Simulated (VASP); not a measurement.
Here is the system:

```yaml
crystal:
  lattice:
    - [0.00000, 3.38745, 3.38745]
    - [3.38745, 0.00000, 3.38745]
    - [3.38745, 3.38745, 0.00000]
  atoms:
    - { symbol: Y, position: [0.00000, 0.00000, 0.00000] }
    - { symbol: Te, position: [0.25000, 0.25000, 0.25000] }
```

The numbers are results of PBEsol GGA, VASP's PBE PAW potentials (set 64) (plane waves; VASP), not measurements. Settings: 400 eV cut-off, Gaussian smearing of 0.050 eV, potentials Y_sv Te.

Give the energies of bands 6 to 11 at the high-symmetry points, in eV from the Fermi level.

```csv
band,Γ,X,U,L,W
6,-3.73,-4.90,-4.57,-4.71,-4.26
7,-3.73,-3.31,-3.84,-3.53,-4.19
8,-3.73,-3.31,-3.37,-3.53,-3.35
9,0.05,-0.68,-0.52,0.75,-0.61
10,0.82,0.57,0.77,1.05,0.57
11,0.82,1.60,1.01,1.05,1.35
```

It has no gap at this level: it comes out as a metal or semimetal.

The structure was generated: YTe was put into the zinc blende type (F-43m), which need not be its known phase. It was relaxed first, which changed the volume by -28 %. The electron count is odd and the run is not spin-polarised, which forces a metal.
